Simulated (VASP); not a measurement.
Consider the following.

```yaml
crystal:
  lattice:
    - [3.50847, 0.00000, 0.00000]
    - [0.00000, 3.50847, 0.00000]
    - [0.00000, 0.00000, 3.50847]
  atoms:
    - { symbol: Si, position: [0.00000, 0.00000, 0.00000] }
    - { symbol: Ni, position: [0.00000, 0.50000, 0.50000] }
    - { symbol: Ni, position: [0.50000, 0.00000, 0.50000] }
    - { symbol: Ni, position: [0.50000, 0.50000, 0.00000] }
```

Calculation: optB88-vdW, VASP's PBE PAW potentials (set 64) (plane waves; VASP). Numerical set-up: 520 eV cut-off, 10×10×10 Γ-centred mesh, tetrahedra with Blöchl corrections, potentials Si Ni.

Q: What does the run give for the energy per atom (σ→0), band gap (on the k-mesh) with the smallest direct gap where there is one?

A: 
- band gap (on the k-mesh): none (metal, semimetal or under 0.01 eV)
- energy per atom (σ→0): -3.437 eV/atom

The compound is Ni3Si in the L1_2 structure. It was relaxed first. The run is not spin-polarised, so no magnetic state was tried.
